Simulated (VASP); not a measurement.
Given:

```yaml
crystal:
  lattice:
    - [0.00000, 3.06579, 3.06579]
    - [3.06579, 0.00000, 3.06579]
    - [3.06579, 3.06579, 0.00000]
  atoms:
    - { symbol: Ga, position: [0.00000, 0.00000, 0.00000] }
    - { symbol: Sb, position: [0.25000, 0.25000, 0.25000] }
```

Calculation: AM05 GGA, VASP's PBE PAW potentials (set 64) (plane waves; VASP 6.6.1). Numerical set-up: 520 eV cut-off, Gaussian smearing of 0.050 eV, potentials Ga_d Sb.

Task: Give the energies of bands 7 to 12 at the high-symmetry points, in eV from the Fermi level.

Result: 
| band | Γ | X | U | L | W |
|---|---|---|---|---|---|
| 7 | -0.02 | -6.78 | -6.61 | -6.33 | -6.65 |
| 8 | 0.00 | -2.55 | -3.57 | -1.15 | -3.32 |
| 9 | 0.00 | -2.55 | -2.17 | -1.15 | -3.10 |
| 10 | 0.00 | 0.93 | 1.42 | 0.39 | 3.66 |
| 11 | 2.78 | 1.28 | 3.88 | 3.75 | 4.34 |
| 12 | 2.78 | 8.63 | 6.57 | 3.75 | 4.39 |

It has no gap at this level: it comes out as a metal or semimetal.

The compound is GaSb in the zinc blende structure. It was relaxed first.
